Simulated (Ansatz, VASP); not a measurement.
## CsPbCl3 in two plane-wave programs

Aim: how closely do two programs agree when they are given the same cell, functional and k mesh? The cell is taken from a series of runs on this material, whose earlier steps may have relaxed, scaled, displaced or heated it; both programs get it as it stands.

Calculated with Ansatz 0.2.0; plane waves, with VASP 6.6.1 beside it; single point at HSE06.

### 1. The structure

It takes space group Pm-3m (No. 221, cubic). Conventional cell: a = 5.437 Å, b = 5.437 Å, c = 5.437 Å, α = 90.00°, β = 90.00°, γ = 90.00°. Cs has 12 Cl at 3.84 Å nearest. Nearest to Pb lie 6 Cl at 2.72 Å. Nearest to Cl lie 2 Pb at 2.72 Å and 4 Cs at 3.84 Å. Farther neighbours and most contacts between anions are not listed.

Structure file:

```cif
data_structure
_symmetry_space_group_name_H-M 'Pm-3m'
_symmetry_Int_Tables_number 221
_cell_length_a 5.4368
_cell_length_b 5.4368
_cell_length_c 5.4368
_cell_angle_alpha 90.000
_cell_angle_beta 90.000
_cell_angle_gamma 90.000
_cell_volume 160.71
loop_
_atom_site_label
_atom_site_type_symbol
_atom_site_symmetry_multiplicity
_atom_site_Wyckoff_symbol
_atom_site_fract_x
_atom_site_fract_y
_atom_site_fract_z
_atom_site_occupancy
Cs1 Cs 1 a 0.00000 0.00000 0.00000 1
Pb1 Pb 1 b 0.50000 0.50000 0.50000 1
Cl1 Cl 3 c 0.50000 0.50000 0.00000 1
```

### 2. Ansatz: single point, HSE06

Ansatz runs on its PAW soft_1 files.

With cell and atoms fixed, the geometry can't cause a difference; cores, projectors, grids and the points listed under the comparison can.

input.yaml

```yaml
crystal:
  lattice:
    - [5.43685, 0.0, 0.0]
    - [0.0, 5.43685, 0.0]
    - [0.0, 0.0, 5.43685]
  atoms:
    - { symbol: Cs, position: [0.0, 0.0, 0.0] }
    - { symbol: Pb, position: [0.5, 0.5, 0.5] }
    - { symbol: Cl, position: [0.5, 0.5, 0.0] }
    - { symbol: Cl, position: [0.0, 0.5, 0.5] }
    - { symbol: Cl, position: [0.5, 0.0, 0.5] }
kpoints:
  mp_grid: { grid: [2, 2, 2] }
  band_path:
    path: [[0.0, 0.0, 0.0], [0.0, 0.5, 0.0], [0.5, 0.5, 0.0], [0.5, 0.5, 0.5]]
    npoints: 1
hamiltonian:
  xc: hse06
  pseudopotentials: { kind: paw, azcp: { folder: soft_1 } }
scf:
  occupations: { method: fixed }
  n_extra_bands: 5
output:
  eigenvalues: true
  write_density: true
  write_potential: true
  elf: true
  volumetric_format: npy
```

Started as:

```bash
> ansatz run input.yaml --threads 2 --pin off --max-ram 73728MiB --backend cuda --events-out ev --progress --plain --runs-dir out --devices 1 --max-vram 13GiB
```

Numbers of over 12 decimals in the logs are rounded to 6 here.

The log of the run:

```text
scf.n_extra_bands = 5 over 22 filled bands (N_el = 44.0): the run solves 27 bands
exact exchange: scf.exx.singularity resolves to wigner_seitz, which cuts the screened interaction at the faces of the exchange supercell's Wigner-Seitz cell, so that each pair interacts once, at the shortest of its separations (the periodic images that this leaves out come, for a point-like exchange hole, to about 0.003 eV on a filled level). The cut falls within the interaction's reach, and what an exchange supercel [...]
GPUs: using 1 of 1 available (devices: 1).
Engine: ansatz 0.2.0, x86_64-unknown-linux-gnu
Pseudopotentials: kind: paw
Pseudopotential: Cs, paw, valence charge 9, recommended cutoff 420 eV (normal), soft_1/Cs.paw.azcp
Pseudopotential: Pb, paw, valence charge 14, recommended cutoff 420 eV (normal), soft_1/Pb.paw.azcp
Pseudopotential: Cl, paw, valence charge 7, recommended cutoff 420 eV (normal), soft_1/Cl.paw.azcp
Functional definition: HSE06
  parameter a = 0.25
  parameter omega = 0.11/bohr
  exchange = pbe_x - a*pbe_x_sr(omega) + a*exact_x_sr(omega)
  correlation = pbe_c
davidson cushion auto → on  (no smearing: the cushion is to keep the highest requested band from converging to the state above it; pin scf.eigensolver.cushion to override)
device memory: the entry about to start is reckoned to put 1.2 GiB on a device that reports 60.0 GiB free (of which the cap on the GPU budget leaves the run 13.0 GiB)
GPU FFT provider: cuFFT
GPU libraries: cuBLAS 13.8.2, cuFFT 12.4.0, cuSOLVER 12.3.4
Crystal: 5 atoms, lattice volume = 160.710 Å³
Basis set: ecut = 420 eV, 3119 PW (Γ)
Bands: 27, of which v1, the nominal top of the filled ones, is band 22 counted from 1 (21 counted from 0)
Symmetry: 48 space group operations
Space group: Pm-3m (ITA 221), of the structure as read, at distance tolerance 5.4e-5 Å
k-points: 4 of 8
Non-local potential: Cs, projectors of the file, l = 0: 3, l = 1: 2, l = 2: 2, l = 3: 2
Non-local potential: Pb, projectors of the file, l = 0: 2, l = 1: 2, l = 2: 2, l = 3: 1
Non-local potential: Cl, projectors of the file, l = 0: 2, l = 1: 2, l = 2: 1
PAW form: soft (Blöchl's): semilocal exchange-correlation on the pseudo side does not see the compensation charge
PAW frozen core: Cs, regenerated for the run's functional, and the local potential with it (the file was generated under x = pbe(κ = 0.804, μ = 0.219515), c = pbe(β = 0.066725))
PAW frozen core: Pb, regenerated for the run's functional, and the local potential with it (the file was generated under x = pbe(κ = 0.804, μ = 0.219515), c = pbe(β = 0.066725))
PAW frozen core: Cl, regenerated for the run's functional, and the local potential with it (the file was generated under x = pbe(κ = 0.804, μ = 0.219515), c = pbe(β = 0.066725))
PAW one-centre angular grid: Cs, 194 points (default); XC on 96 Gauss nodes
PAW one-centre angular grid: Pb, 590 points (default); XC on 64 Gauss nodes
PAW one-centre angular grid: Cl, 110 points (default); XC on 64 Gauss nodes
Initial density: superposition of atomic densities (chi_scale 0.1, normalization cell, long waves kept (reshape's long-wave potential 0.00 eV rms))
Initial wavefunctions: pseudopotential atomic-orbital guess
GPU buffer pool allocated for 64000 grid points (all kernels)
GPU transforms: local potential and band sums: pruned to the plane-wave sphere, on 40×40×40
Functional: x = pbe(κ = 0.804, μ = 0.219515), c = pbe(β = 0.066725), warm-up for x = pbe(κ = 0.804, μ = 0.219515) + 0.25 (exact − pbe) at short range (hse, ω = 0.207870 Å⁻¹), c = pbe(β = 0.066725); HSE06 as pw.x's `hse` composes it (authors' and Libxc's form: `xc: wpbeh`)
SCF iter   1: F=—  HF=-20825.646675 eV  |F-HF|=—  |Δ(HF+E_count)|=         —  Δρ=2.26e-2  dr2=1.84e0  ethr=1.00e-1  ⟨swp⟩=5.8  Hψ=328  notcnv=0
preconditioner: auto → none  [insulator: Δε(μ)=1.136 eV  Ē_g=13.404 eV  n_scr=26 (ndim 8)  ℏωp=19.0 eV  f_vac=0.006]
iter 2 solved again at ethr=3.97e-4 eV; its pass at ethr=4.18e-3 eV (dr2=1.75e-1 eV) is discarded
SCF iter   2: F=—  HF=-20824.828215 eV  |F-HF|=—  |Δ(HF+E_count)|=   8.18e-1  Δρ=8.27e-3  dr2=1.75e-1  ethr=3.97e-4  ⟨swp⟩=7.2  Hψ=594  notcnv=0  defer=7
SCF iter   3: F=—  HF=-20824.793908 eV  |F-HF|=—  |Δ(HF+E_count)|=   3.43e-2  Δρ=3.18e-3  dr2=1.11e-2  ethr=3.97e-4  ⟨swp⟩=5.2  Hψ=321  notcnv=0  defer=1
SCF iter   4: F=—  HF=-20824.796435 eV  |F-HF|=—  |Δ(HF+E_count)|=   2.53e-3  Δρ=1.13e-3  dr2=1.64e-3  ethr=2.52e-5  ⟨swp⟩=4.8  Hψ=313  notcnv=0
SCF iter   5: F=-20824.797253 eV  HF=-20824.797270 eV  |F-HF|=1.67e-5  |Δ(HF+E_count)|=   8.35e-4  Δρ=1.39e-4  dr2=3.71e-5  ethr=3.73e-6  ⟨swp⟩=4.2  Hψ=329  notcnv=0
SCF 1 stopped early in 5 iterations: F = -20824.797253 eV  dr2 = 3.71e-5
  greatest PAW one-centre occupation: 0.984 electrons in one spin orbital (limit 2), on the Pb atom at site 1 (counted from 0), in its partial waves of l = 2
device memory: the entry about to start is reckoned to put 1.9 GiB on a device that reports 59.8 GiB free (of which the cap on the GPU budget leaves the run 13.0 GiB)
GPU FFT provider: cuFFT
GPU libraries: cuBLAS 13.8.2, cuFFT 12.4.0, cuSOLVER 12.3.4
Initial density: handed on by an earlier stage of this run
Initial wavefunctions: those handed on with the density
GPU buffer pool allocated for 64000 grid points (all kernels)
GPU transforms: local potential and band sums: pruned to the plane-wave sphere, on 40×40×40
Functional: x = pbe(κ = 0.804, μ = 0.219515) + 0.25 (exact − pbe) at short range (hse, ω = 0.207870 Å⁻¹), c = pbe(β = 0.066725); HSE06 as pw.x's `hse` composes it (authors' and Libxc's form: `xc: wpbeh`)
Exchange kernel: α = 0.2500, screened, ω = 0.2079 Å⁻¹, Wigner–Seitz truncation, v(0) = 943.4499 eV·Å³, q-mesh 2×2×2, nearest image of the exchange supercell L = 10.87 Å, pair-density grid 25×25×25, without the augmentation charges, whose exchange is taken in its separable form by FFT convolution over the k-point mesh (sized by the pseudopotential files, 40×40×40 at the most), smooth part of the exact exchange by density-matrix convolution in up to 1.13 GiB of GPU memory as planned if the GPU has room (build and FFT work areas not counted)
Frozen-core exchange: fock
SCF iter   1: F=—  HF=-20835.434754 eV  |F-HF|=—  |Δ(HF+E_count)|=         —  Δρ=3.80e-3  dr2=1.71e-2  ethr=8.43e-7  ⟨swp⟩=8.2  Hψ=631  notcnv=0
preconditioner: auto → none  [insulator: Δε(μ)=2.188 eV  Ē_g=15.249 eV  n_scr=26 (ndim 8)  ℏωp=19.0 eV  f_vac=0.038]
SCF iter   2: F=—  HF=-20835.428692 eV  |F-HF|=—  |Δ(HF+E_count)|=   6.06e-3  Δρ=1.38e-3  dr2=2.41e-3  ethr=8.43e-7  ⟨swp⟩=4.5  Hψ=398  notcnv=0
SCF iter   3: F=—  HF=-20835.434794 eV  |F-HF|=—  |Δ(HF+E_count)|=   6.10e-3  Δρ=5.23e-4  dr2=3.39e-4  ethr=8.43e-7  ⟨swp⟩=4.2  Hψ=368  notcnv=0
SCF iter   4: F=-20835.434674 eV  HF=-20835.434675 eV  |F-HF|=3.12e-7  |Δ(HF+E_count)|=   1.19e-4  Δρ=4.47e-5  dr2=6.94e-6  ethr=7.01e-7  ⟨swp⟩=3.0  Hψ=273  notcnv=0
SCF 2 stopped early in 4 iterations: F = -20835.434674 eV  dr2 = 6.94e-6
  greatest PAW one-centre occupation: 0.985 electrons in one spin orbital (limit 2), on the Pb atom at site 1 (counted from 0), in its partial waves of l = 2
hybrid outer 1: dexx = +7.263e-3 eV, tail = 3.48e-5 eV
GPU FFT provider: cuFFT
GPU libraries: cuBLAS 13.8.2, cuFFT 12.4.0, cuSOLVER 12.3.4
GPU buffer pool allocated for 64000 grid points (all kernels)
GPU transforms: local potential and band sums: pruned to the plane-wave sphere, on 40×40×40
Exchange kernel: α = 0.2500, screened, ω = 0.2079 Å⁻¹, Wigner–Seitz truncation, v(0) = 943.4499 eV·Å³, q-mesh 2×2×2, nearest image of the exchange supercell L = 10.87 Å, pair-density grid 25×25×25, without the augmentation charges, whose exchange is taken in its separable form by FFT convolution over the k-point mesh (sized by the pseudopotential files, 40×40×40 at the most), smooth part of the exact exchange by density-matrix convolution in up to 1.13 GiB of GPU memory as planned if the GPU has room (build and FFT work areas not counted)
Frozen-core exchange: fock
SCF iter   1: F=—  HF=-20835.434640 eV  |F-HF|=—  |Δ(HF+E_count)|=         —  Δρ=2.54e-5  dr2=9.20e-7  ethr=3.96e-7  ⟨swp⟩=3.2  Hψ=248  notcnv=0
preconditioner: auto → none  [insulator: Δε(μ)=2.193 eV  Ē_g=15.235 eV  n_scr=26 (ndim 8)  ℏωp=19.0 eV  f_vac=0.052]
iter 2 solved again at ethr=1.24e-10 eV; its pass at ethr=1.67e-9 eV (dr2=5.47e-8 eV) is discarded
SCF iter   2: F=-20835.434641 eV  HF=-20835.434641 eV  |F-HF|=7.16e-9  |Δ(HF+E_count)|=   7.43e-7  Δρ=9.83e-6  dr2=9.56e-8  ethr=1.24e-10  ⟨swp⟩=3.5  Hψ=664  notcnv=0
SCF 3 converged in 2 iterations: F = -20835.434641 eV  dr2 = 9.56e-8
hybrid outer 2: dexx = +4.480e-7 eV, tail = 2.05e-7 eV, Δε = 2.86e-3 eV (about 2.98e-4 eV left of the loop's levels)
the search or the solves at the SCF's close seem to have found levels that the self-consistency loop had missed (the run counts 2). By its estimate they hold under 1e-12 electrons; where the run keeps them, the occupations were computed again with them
device memory: the entry about to start is reckoned to put 0.7 GiB on a device that reports 64.7 GiB free (of which the cap on the GPU budget leaves the run 13.0 GiB)
NSCF: frozen V_eff on 4 k-points
hybrid SCF converged: 2 outer / 6 inner (+5 warm-up), last move |dexx| = 4.48e-7 eV, tail = 2.05e-7 eV
Stability not checked: this state was not tested for a lower state beside it, because the functional holds exact exchange (a hybrid, or Hartree-Fock), whose exchange loop this test does not read (fock_operator; see scf.lower_state_search)
Free energy (F): -20835.434641 eV
Frozen-core exchange: fock
Harris-Foulkes:  -20835.434641 eV  (|F-HF|=7.16e-9)
Internal energy: -20835.434641 eV  (E = F + TS)
E sigma→0 (E₀):  -20835.434641 eV
Fermi energy:    5.211469 eV
--- Per-component energies (eV) ---
  E_band       = -259.157606
  E_kinetic    = 901.185503
  E_local      = -2500.705435  (includes V_loc(G=0)·N_el)
  E_nonlocal   = 421.988978
  E_hartree    = 947.238939
  E_xc         = -571.575470
  E_vxc        = -505.134091  (∫ρ·V_xc dr)
  E_exx        = -94.020037  (= α·E_x^exact, valence–valence)
  E_paw        = -17485.573228  (= ΣΔE_a)
  E_vpaw       = -282.931703  (= ΣTr[D̂ρ^β])
  E_aug_tail   = 0.000318  (compensation charges beyond the density's cutoff)
  E_ewald      = -2453.813715
  E_core_change = -0.160495  (= ΣΔE_core)
  E_smearing   = -0.000000  (= −TS)
  E_closure    = 0.000000  (closes the sum)
  Σ components = -20835.434641   (vs F -20835.434641, Δ=-3.64e-12)
--- Band table (eV) ---
  k-point 0: bands = [... 18 lower, 1.2510, 1.4425, 1.4425, 1.4425, 8.8145, 9.5256, 9.5256, 10.5365, ... 1 higher]
  k-point 1: bands = [... 18 lower, 1.1525, 1.2694, 1.2694, 2.9064, 8.8096, 10.2218, 10.6417, 11.1710, ... 1 higher]
  k-point 2: bands = [... 18 lower, 1.0312, 1.2871, 1.7943, 4.1050, 8.1457, 8.1457, 10.7568, 10.9462, ... 1 higher]
  k-point 3: bands = [... 18 lower, 1.8066, 1.8066, 1.8066, 5.2115, 7.4047, 7.4047, 7.4047, 10.6071, ... 1 higher]
```

In the SCF lines HF is the Harris–Foulkes energy and dr2 the Hartree energy of the density residual, in eV; the loop may stop once dr2 is under the threshold and the program's other checks hold. Hψ counts applications of the Hamiltonian.

### 3. VASP: single point, HSE06

The same cell, functional and mesh now go to VASP, with its own data sets.

Lines of VASP's logs that name or quote its potential files are left out, and so is its time.

The run reads the wave functions of an earlier VASP run, which isn't shown here.

INCAR

```
SYSTEM = CsPbCl3
PREC = Accurate
ENCUT = 400
EDIFF = 1E-06
NELM = 100
ISMEAR = 0
SIGMA = 0.01
LREAL = .FALSE.
ALGO = Normal
LHFCALC = .TRUE.
AEXX = 0.25
GGA = PE
HFSCREEN = 0.208
LASPH = .TRUE.
NBANDS = 28
PRECFOCK = Fast
LORBIT = 11
LWAVE = .FALSE.
LCHARG = .FALSE.
ISIF = 2
```

POSCAR

```
CsPbCl3
1.0
    5.4368500000      0.0000000000      0.0000000000
    0.0000000000      5.4368500000      0.0000000000
    0.0000000000      0.0000000000      5.4368500000
Cs Pb Cl
1 1 3
Direct
    0.0000000000      0.0000000000      0.0000000000
    0.5000000000      0.5000000000      0.5000000000
    0.5000000000      0.5000000000      0.0000000000
    0.0000000000      0.5000000000      0.5000000000
    0.5000000000      0.0000000000      0.5000000000
```

KPOINTS

```
Automatic mesh
0
Gamma
2 2 2
0 0 0
```

PAW data sets: Cs_sv, Pb_d and Cl (PBE family, release 64).

Started as:

```bash
> export OMP_NUM_THREADS=3
> mpirun -np 1 vasp_std
```

The log of the run:

```text
[banner, memory and clock lines left out]
running    1 mpi-ranks, on    1 nodes
 distrk:  each k-point on    1 cores,    1 groups
 distr:  one band on    1 cores,    1 groups
 Offloading initialized ...    1 GPUs detected
 POSCAR found type information on POSCAR CsPbCl
 POSCAR found :  3 types and       5 ions
 LDA part: xc-table for (Slater+PW92), standard interpolation
 found WAVECAR, reading the header
 POSCAR, INCAR and KPOINTS ok, starting setup
 FFT: planning ... GRIDC
 FFT: planning ... GRID_SOFT
 FFT: planning ... GRID
 reading WAVECAR
 the WAVECAR file was read successfully
 initial charge from wavefunction
 entering main loop
       N       E                     dE             d eps       ncg     rms          rms(c)
DAV:   1    -0.198988179111E+02   -0.19899E+02   -0.81156E-01   232   0.707E+00    0.141E+00
DAV:   2    -0.199065201647E+02   -0.77023E-02   -0.46028E-02   256   0.114E+00    0.800E-01
DAV:   3    -0.199053131364E+02    0.12070E-02   -0.31122E-03   308   0.416E-01    0.470E-01
DAV:   4    -0.199049247600E+02    0.38838E-03   -0.61037E-04   248   0.180E-01    0.281E-01
DAV:   5    -0.199048434043E+02    0.81356E-04   -0.17790E-04   304   0.941E-02    0.170E-01
DAV:   6    -0.199048215462E+02    0.21858E-04   -0.26829E-05   264   0.414E-02    0.998E-02
DAV:   7    -0.199048155072E+02    0.60390E-05   -0.68336E-06   252   0.219E-02    0.580E-02
DAV:   8    -0.199048146681E+02    0.83908E-06   -0.24978E-06   216   0.136E-02
   1 F= -.19904815E+02 E0= -.19904815E+02  d E =-.118584E-37
```

OUTCAR, selected parts (step 3):

```text
ion  position               nearest neighbor table
   1  0.000  0.000  0.000-
   2  0.500  0.500  0.500-   3 2.72   4 2.72   5 2.72   3 2.72   5 2.72   4 2.72
   3  0.500  0.500  0.000-   2 2.72   2 2.72
   4  0.000  0.500  0.500-   2 2.72   2 2.72
   5  0.500  0.000  0.500-   2 2.72   2 2.72

  LATTYP: Found a simple cubic cell.
 ALAT       =     5.4368500000

 Subroutine GETGRP returns: Found 48 space group operations
 (whereof 48 operations were pure point group operations)

The static configuration has the point symmetry O_h .

 Found      4 irreducible k-points:

   k-points           NKPTS =      4   k-points in BZ     NKDIM =      8   number of bands    NBANDS=     28

   dimension x,y,z NGX =    36 NGY =   36 NGZ =   36
   dimension x,y,z NGXF=    72 NGYF=   72 NGZF=   72

   ENCUT  =  400.0 eV  29.40 Ry    5.42 a.u.   8.87  8.87  8.87*2*pi/ulx,y,z

   NELECT =      44.0000    total number of electrons

 k-points in reciprocal lattice and weights: Automatic mesh
   0.00000000  0.00000000  0.00000000       0.125
   0.50000000  0.00000000  0.00000000       0.375
   0.50000000  0.50000000  0.00000000       0.375
   0.50000000  0.50000000  0.50000000       0.125

  exchange ACFDT corr.  =         0.00000000  see jH, gK, PRB 81, 115126

 average (electrostatic) potential at core
       1 -43.7185       2 -88.7921       3 -88.8723       4 -88.8723       5 -88.8723

 E-fermi :   2.7296

 k-point     1 :       0.0000    0.0000    0.0000
  band No.  band energies     occupation
    ...
     18      -1.3259      2.00000
     19      -1.3259      2.00000
     20      -1.1350      2.00000
     21      -1.1350      2.00000
     22      -1.1350      2.00000
     23       6.2358      0.00000
     24       6.9516      0.00000
     25       6.9516      0.00000
     26       7.9685      0.00000
     27       7.9685      0.00000
    ...

 k-point     2 :       0.5000    0.0000    0.0000
  band No.  band energies     occupation
    ...
     18      -1.4261      2.00000
     19      -1.4261      2.00000
     20      -1.3084      2.00000
     21      -1.3084      2.00000
     22       0.3309      2.00000
     23       6.2406      0.00000
     24       7.6464      0.00000
     25       8.0691      0.00000
     26       8.6076      0.00000
     27       8.6145      0.00000
    ...

 k-point     3 :       0.5000    0.5000    0.0000
  band No.  band energies     occupation
    ...
     18      -1.5473      2.00000
     19      -1.5473      2.00000
     20      -1.2890      2.00000
     21      -0.7847      2.00000
     22       1.5308      2.00000
     23       5.5773      0.00000
     24       5.5773      0.00000
     25       8.2076      0.00000
     26       8.3740      0.00000
     27       8.8347      0.00000
    ...

  Total        6.3280037      6.3280037      6.3280037     -0.0000000      0.0000000      0.0000000
  in kB       63.0863281     63.0863281     63.0863281     -0.0000000      0.0000000      0.0000000
  external PRESSURE =      63.0863281 kB  Pullay stress =       0.0000000 kB

  energy-cutoff  :      400.00
  volume of cell :      160.71
      direct lattice vectors                 reciprocal lattice vectors
     5.436850000  0.000000000  0.000000000     0.183930033  0.000000000  0.000000000
     0.000000000  5.436850000  0.000000000     0.000000000  0.183930033  0.000000000
     0.000000000  0.000000000  5.436850000     0.000000000  0.000000000  0.183930033

 POSITION                                       TOTAL-FORCE (eV/Angst)
 -----------------------------------------------------------------------------------
      0.00000      0.00000      0.00000         0.000000      0.000000      0.000000
      2.71842      2.71842      2.71842         0.000000      0.000000      0.000000
      2.71842      2.71842      0.00000         0.000000      0.000000      0.000000
      0.00000      2.71842      2.71842         0.000000      0.000000      0.000000
      2.71842      0.00000      2.71842         0.000000      0.000000      0.000000
 -----------------------------------------------------------------------------------
    total drift:                                0.000025      0.000005      0.000009

  FREE ENERGIE OF THE ION-ELECTRON SYSTEM (eV)
  ---------------------------------------------------
  free  energy   TOTEN  =       -19.9048146681 eV

  energy  without entropy=      -19.9048146681  energy(sigma->0) =      -19.90481467

 total charge
# of ion       s       p       d       tot
------------------------------------------
    1        2.144   4.746   0.013   6.903
    2        1.609   0.384   9.892  11.886
    3        1.589   3.597   0.000   5.186
    4        1.589   3.597   0.000   5.186
    5        1.589   3.597   0.000   5.186
--------------------------------------------------
tot          8.520  15.921   9.905  34.346

[... 1 further part left out ...]
```

The run ends at a pressure of 6.31 GPa.

### 4. Comparison

Known differences besides the potentials themselves: exact exchange at q = 0 is treated differently, which shows on coarse meshes; VASP keeps PBE cores, Ansatz makes them for the functional; fixed occupations in Ansatz, narrow Gaussian smearing in VASP; the cutoff is 420 eV in Ansatz and 400 eV in VASP; VASP takes a coarser grid for exact exchange (PRECFOCK = Fast). Total energies have different zeros and are not compared.

Both answers:

```tsv
quantity	Ansatz	VASP	difference
gap on the k mesh (eV)	2.193	2.193	0.000
```

A gap on the mesh is an upper bound, since the band edges may lie between its points; neither run holds spin-orbit coupling, which can move the band edges of a compound of Pb.

### 5. Summary of results

```
difference in gap on the k mesh (single point, HSE06) : 2.1e-4 eV
```

The difference in gap on the k mesh is 2.1e-4 eV (single point, HSE06), within the 0.08 eV picked in this series as the mark of a large difference. How closely two codes agree says nothing of how well the functional describes the real material.

[Lines on the potential files, build, host, timing and source positions are cut from VASP's logs without a mark.]

[Logs are printed without paths, hosts, clocks, repeated set-up lines and the standing remarks that a program may print on its own settings, such as how far it seeks lower states.]

[Hosts, paths, dates, database ids (printed as entryN), source tags and the programs' standing remarks are cut or masked in the printed files.]
